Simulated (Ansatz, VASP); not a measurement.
# Cross-check of W2CO2 (W2CO2 MXene, 2 layers, AB) between VASP and Ansatz, part 2 of 2

Aim: how closely do two programs agree when they are given the same cell, functional and k mesh? The structure shown is the start of the Ansatz relaxation below; VASP solves that cell, so the two are compared at the walk's first step.

VASP 6.6.1 and Ansatz 0.2.0.

So far: The starting structure; Ansatz: relaxation, PBE with D4.

## Step 3: VASP: single point, PBE with D4, start cell

Level of this step: PBE with D4, no spin polarisation; plane waves and PAW (O, W, C) (VASP).

The same cell, functional, mesh and smearing now go to VASP, with its own data sets.

Lines of VASP's logs that name or quote its potential files are left out, and so is its time.

INCAR reads:

```
SYSTEM = W2CO2
PREC = Accurate
ENCUT = 520
EDIFF = 1E-06
NELM = 120
ISMEAR = -1
SIGMA = 0.05
LREAL = .FALSE.
ALGO = Normal
GGA = PE
IVDW = 13
NBANDS = 38
LASPH = .TRUE.
LORBIT = 11
LWAVE = .FALSE.
LCHARG = .FALSE.
ISIF = 2
LDIPOL = .TRUE.
IDIPOL = 3
DIPOL = 0.5 0.5 0.5
LVHAR = .TRUE.
GGA_COMPAT = .FALSE.
NELMDL = -8
KPAR = 2
```

POSCAR reads:

```
W2CO2
1.0
    3.1254080000      0.0000000000      0.0000000000
   -1.5627040000      2.7066830000      0.0000000000
    0.0000000000      0.0000000000     55.5687830000
O W C
4 4 2
Direct
    0.3333332718      0.6666665435      0.3896072369
    0.6666667282      0.3333334565      0.4739062218
    0.6666667282      0.3333334565      0.5260937962
    0.0000000000      0.0000000000      0.6103927631
    0.6666667282      0.3333334565      0.4095643592
    0.3333332718      0.6666665435      0.4539490994
    0.0000000000      0.0000000000      0.5460509186
    0.6666667282      0.3333334565      0.5904356408
    0.0000000000      0.0000000000      0.4317567293
    0.3333332718      0.6666665435      0.5682432707
```

KPOINTS reads:

```
Automatic mesh
0
Gamma
10 10 1
0 0 0
```

PAW data sets: O, W and C (PBE family, release 64).

Command:

```bash
$ mpirun -np 2 vasp_std
```

Numbers of over 12 decimals in the logs are rounded to 6 here.

The log of the run:

```text
[banner, memory and clock lines left out]
running    2 mpi-ranks, on    1 nodes
 distrk:  each k-point on    1 cores,    2 groups
 distr:  one band on    1 cores,    1 groups

 POSCAR found type information on POSCAR O W C
 POSCAR found :  3 types and      10 ions
 LDA part: xc-table for (Slater+PW92), standard interpolation
|                                                                             |
|           W    W    AA    RRRRR   N    N  II  N    N   GGGG   !!!           |
|           W    W   A  A   R    R  NN   N  II  NN   N  G    G  !!!           |
|           W    W  A    A  R    R  N N  N  II  N N  N  G       !!!           |
|           W WW W  AAAAAA  RRRRR   N  N N  II  N  N N  G  GGG   !            |
|           WW  WW  A    A  R   R   N   NN  II  N   NN  G    G                |
|           W    W  A    A  R    R  N    N  II  N    N   GGGG   !!!           |
|                                                                             |
|     One of the lattice vectors is very long (>50 A), but AMIN is rather     |
|     large. This can spoil convergence since charge sloshing might occur     |
|     along the long lattice vector. If problems with convergence are         |
|     observed, try to decrease AMIN to a smaller value (e.g. 0.01).          |
|     Note: This warning only applies if the self-consistency cycle is        |
|     used.                                                                   |
|                                                                             |

 POSCAR, INCAR and KPOINTS ok, starting setup
 FFT: planning ... GRIDC
 FFT: planning ... GRID_SOFT
 FFT: planning ... GRID
 WAVECAR not read
 entering main loop
       N       E                     dE             d eps       ncg     rms          rms(c)
DAV:   1     0.500565039223E+03    0.50057E+03   -0.21384E+04  1096   0.114E+03
DAV:   2    -0.276412185723E+02   -0.52821E+03   -0.50947E+03  1610   0.281E+02
DAV:   3    -0.113202524694E+03   -0.85561E+02   -0.84159E+02  1282   0.121E+02
DAV:   4    -0.116596685761E+03   -0.33942E+01   -0.33534E+01  1514   0.263E+01
DAV:   5    -0.116694320749E+03   -0.97635E-01   -0.97020E-01  1440   0.380E+00
DAV:   6    -0.116698219984E+03   -0.38992E-02   -0.38904E-02  1474   0.738E-01
DAV:   7    -0.116698417269E+03   -0.19728E-03   -0.19687E-03  1496   0.144E-01
DAV:   8    -0.116698428156E+03   -0.10887E-04   -0.10878E-04  1370   0.284E-02    0.624E+01
DAV:   9    -0.991069944902E+02    0.17591E+02   -0.11355E+02  1362   0.467E+01    0.212E+01
DAV:  10    -0.985484153059E+02    0.55858E+00   -0.16481E+01  1376   0.231E+01    0.156E+01
DAV:  11    -0.983395214489E+02    0.20889E+00   -0.71673E+00  1664   0.143E+01    0.451E+00
DAV:  12    -0.986136960416E+02   -0.27417E+00   -0.11150E+01  1738   0.127E+01    0.528E+00
DAV:  13    -0.978375444874E+02    0.77615E+00   -0.36400E+00  1732   0.728E+00    0.413E-01
DAV:  14    -0.978354410859E+02    0.21034E-02   -0.91861E-02  1286   0.159E+00    0.406E-01
[...]
DAV:  23    -0.978358630031E+02   -0.23097E-04   -0.14952E-06   762   0.524E-03    0.308E-03
DAV:  24    -0.978358825498E+02   -0.19547E-04   -0.11717E-06   786   0.369E-03    0.240E-03
DAV:  25    -0.978358884160E+02   -0.58661E-05   -0.20827E-07   664   0.184E-03    0.237E-03
DAV:  26    -0.978358947809E+02   -0.63650E-05   -0.33477E-07   676   0.242E-03    0.166E-03
DAV:  27    -0.978358962499E+02   -0.14690E-05   -0.81310E-08   616   0.163E-03    0.119E-03
DAV:  28    -0.978358974516E+02   -0.12017E-05   -0.31213E-08   622   0.892E-04    0.524E-04
DAV:  29    -0.978358992744E+02   -0.18228E-05   -0.31191E-08   610   0.673E-04    0.675E-04
DAV:  30    -0.978358999612E+02   -0.68677E-06   -0.16702E-08   604   0.507E-04
   1 F= -.10068607E+03 E0= -.10065219E+03  d E =-.677569E-01
```

From OUTCAR (step 3):

```text
ion  position               nearest neighbor table
   1  0.333  0.667  0.390-   5 2.12   5 2.12   5 2.12
   2  0.667  0.333  0.474-   6 2.12   6 2.12   6 2.12
   3  0.667  0.333  0.526-   7 2.12   7 2.12   7 2.12
   4  0.000  0.000  0.610-   8 2.12   8 2.12   8 2.12
   5  0.667  0.333  0.410-   1 2.12   1 2.12   1 2.12   9 2.19   9 2.19   9 2.19   6 3.06   6 3.06
                             6 3.06
   6  0.333  0.667  0.454-   2 2.12   2 2.12   2 2.12   9 2.19   9 2.19   9 2.19   5 3.06   5 3.06
                             5 3.06
   7  0.000  0.000  0.546-   3 2.12   3 2.12   3 2.12  10 2.19  10 2.19  10 2.19   8 3.06   8 3.06
                             8 3.06
   8  0.667  0.333  0.590-   4 2.12   4 2.12   4 2.12  10 2.19  10 2.19  10 2.19   7 3.06   7 3.06
                             7 3.06
   9  0.000  0.000  0.432-   6 2.19   5 2.19   5 2.19   6 2.19   5 2.19   6 2.19
  10  0.333  0.667  0.568-   7 2.19   7 2.19   7 2.19   8 2.19   8 2.19   8 2.19

  LATTYP: Found a hexagonal cell.
 ALAT       =     3.1254080000
 C/A-ratio  =    17.7796892438

 Subroutine GETGRP returns: Found 12 space group operations
 (whereof  6 operations were pure point group operations)

The static configuration has the point symmetry C_3v.
 The point group associated with its full space group is D_3d.

 Found     14 irreducible k-points:

   k-points           NKPTS =     14   k-points in BZ     NKDIM =     14   number of bands    NBANDS=     38

   dimension x,y,z NGX =    24 NGY =   24 NGZ =  420
   dimension x,y,z NGXF=    48 NGYF=   48 NGZF=  840

   ENCUT  =  520.0 eV  38.22 Ry    6.18 a.u.   5.81  5.81103.32*2*pi/ulx,y,z

   NELECT =      56.0000    total number of electrons

 k-points in reciprocal lattice and weights: Automatic mesh
   0.00000000  0.00000000  0.00000000       0.010
   0.10000000 -0.00000000  0.00000000       0.060
   0.20000000 -0.00000000  0.00000000       0.060
   0.30000000 -0.00000000  0.00000000       0.060
   0.40000000  0.00000000  0.00000000       0.060
   0.50000000 -0.00000000  0.00000000       0.030
   0.10000000  0.10000000  0.00000000       0.060
   0.20000000  0.10000000  0.00000000       0.120
   0.30000000  0.10000000  0.00000000       0.120
[...]
0.40000000  0.20000000  0.00000000       0.060
   0.30000000  0.30000000  0.00000000       0.060

 dipolmoment           0.000000      0.000000     -0.000011 electrons x Angstroem

 average (electrostatic) potential at core
       1 -79.2383       2 -79.2475       3 -79.2476       4 -79.2385       5 -50.2207
       6 -50.2165       7 -50.2167       8 -50.2209       9 -58.3276      10 -58.3278

 E-fermi :  -2.5023

 k-point     1 :       0.0000    0.0000    0.0000
  band No.  band energies     occupation
    ...
     30      -3.3066      2.00000
     31      -2.5001      0.97735
     32      -2.5001      0.97734
     33      -2.4979      0.95560
     34      -2.4979      0.95560
     35      -1.3405      0.00000
     36      -1.2883      0.00000
     37      -0.7081      0.00000
     38      -0.6964      0.00000

 k-point     2 :       0.1000   -0.0000    0.0000
  band No.  band energies     occupation
    ...
     26      -4.3295      2.00000
     27      -3.8983      2.00000
     28      -3.8881      2.00000
     29      -3.1945      2.00000
     30      -3.0863      1.99998
     31      -2.3706      0.13392
     32      -2.3415      0.07703
     33      -2.3388      0.07318
     34      -2.3357      0.06892
     35      -1.3322      0.00000
    ...

 k-point     3 :       0.2000   -0.0000    0.0000
  band No.  band energies     occupation
    ...
     26      -4.5376      2.00000
     27      -3.2945      2.00000
     28      -3.2853      2.00000
     29      -2.5681      1.57666
     30      -2.5141      1.11694
     31      -2.1866      0.00361
     32      -2.0990      0.00063
     33      -1.7623      0.00000
     34      -1.7590      0.00000
     35      -0.9805      0.00000
    ...

  DFT-D4 for vdW energy calculation

  Edisp (eV):   -2.85017

  Total     -12.55791   -12.55791   -14.72571     0.00000    -0.00000    -0.00000
  in kB     -42.80091   -42.80092   -50.18939     0.00000    -0.00000    -0.00000
  external pressure =      -45.26 kB  Pullay stress =        0.00 kB

  energy-cutoff  :      520.00
  volume of cell :      470.08
      direct lattice vectors                 reciprocal lattice vectors
     3.125408000  0.000000000  0.000000000     0.319958226  0.184727949  0.000000000
    -1.562704000  2.706683000  0.000000000     0.000000000  0.369455899  0.000000000
     0.000000000  0.000000000 55.568783000     0.000000000  0.000000000  0.017995715

 POSITION                                       TOTAL-FORCE (eV/Angst)
 -----------------------------------------------------------------------------------
      0.00000      1.80445     21.65000        -0.000000      0.000000      0.176799
      1.56270      0.90223     26.33439         0.000000     -0.000000     -0.233536
      1.56270      0.90223     29.23439        -0.000000      0.000000      0.233536
      0.00000      0.00000     33.91878         0.000000     -0.000000     -0.176799
      1.56270      0.90223     22.75899         0.000000     -0.000000      2.605779
      0.00000      1.80445     25.22540         0.000000     -0.000000     -2.563997
      0.00000      0.00000     30.34339        -0.000000      0.000000      2.563997
      1.56270      0.90223     32.80979        -0.000000      0.000000     -2.605779
      0.00000      0.00000     23.99220        -0.000000      0.000000      0.002017
      0.00000      1.80445     31.57659         0.000000     -0.000000     -0.002017
 -----------------------------------------------------------------------------------
    total drift:                                0.000000     -0.000298     -0.002159

  FREE ENERGIE OF THE ION-ELECTRON SYSTEM (eV)
  ---------------------------------------------------
  free  energy   TOTEN  =      -100.6860710645 eV

  energy  without entropy=     -100.6183142041  energy(sigma->0) =     -100.65219263

 vacuum level on the upper side and lower side of the slab         3.034         3.034

 total charge
# of ion       s       p       d       tot
------------------------------------------
    1        1.571   3.401   0.000   4.972
    2        1.572   3.401   0.000   4.972
    3        1.572   3.401   0.000   4.972
    4        1.571   3.401   0.000   4.972
    5        0.531   0.718   4.066   5.315
    6        0.531   0.718   4.068   5.317
    7        0.531   0.718   4.068   5.317
    8        0.531   0.718   4.066   5.315
    9        0.859   1.585   0.000   2.444
   10        0.859   1.585   0.000   2.444
--------------------------------------------------
tot         10.126  19.646  16.269  46.041

[... 3 further parts left out ...]
```

This run has no spin polarisation, so a moment on W, if there is one, isn't seen. The data set W keeps the semicore shell frozen, which is cheaper and a little less accurate.

## Step 4: Side by side

Known differences besides the potentials themselves: Ansatz cuts the interaction across the vacuum, VASP repeats the sheet with a dipole correction; the data sets hold 88 valence electrons in Ansatz (on its default PAW (the set named soft_2) files) and 56 in VASP; the cutoff is 420 eV in Ansatz and 520 eV in VASP. Total energies have different zeros and are not compared.

Forces (eV/Å; atoms numbered as in POSCAR):

```
atom        Ansatz x, y, z          VASP x, y, z
  O1   0.000, 0.000, 0.163   0.000, 0.000, 0.177
  O2  0.000, 0.000, -0.224  0.000, 0.000, -0.234
  O3   0.000, 0.000, 0.224   0.000, 0.000, 0.234
  O4  0.000, 0.000, -0.163  0.000, 0.000, -0.177
  W5   0.000, 0.000, 2.636   0.000, 0.000, 2.606
  W6  0.000, 0.000, -2.585  0.000, 0.000, -2.564
  W7   0.000, 0.000, 2.585   0.000, 0.000, 2.564
  W8  0.000, 0.000, -2.636  0.000, 0.000, -2.606
  C9   0.000, 0.000, 0.002   0.000, 0.000, 0.002
 C10  0.000, 0.000, -0.002  0.000, 0.000, -0.002
```

The forces differ by 10 meV/Å r.m.s., which is 1.1 % of the r.m.s. force of 0.947 eV/Å (both taken over all components). With vacuum in the cell, a pressure given here is an average over mostly empty space and none of the material.

## Step 5: Outcome

| Item | Value |
| --- | --- |
| r.m.s. force difference (single point, PBE with D4, start cell) | 1.1 % of the r.m.s. force |

In words: The r.m.s. force difference is 1.1 % of the r.m.s. force (single point, PBE with D4, start cell), within the 3 % picked in this series as the mark of a large difference. The data sets hold unlike numbers of valence electrons (88 in Ansatz and 56 in VASP), so part of the differences comes from the potentials. 1 further run of this series is not shown here. How closely two codes agree says nothing of how well the functional describes the real material.

[Lines on the potential files, build, host, timing and source positions are cut from VASP's logs without a mark.]

[Logs are printed without paths, hosts, clocks, repeated set-up lines and the standing remarks that a program may print on its own settings, such as how far it seeks lower states.]

[Hosts, paths, dates, database ids (printed as entryN), source tags and the programs' standing remarks are cut or masked in the printed files.]
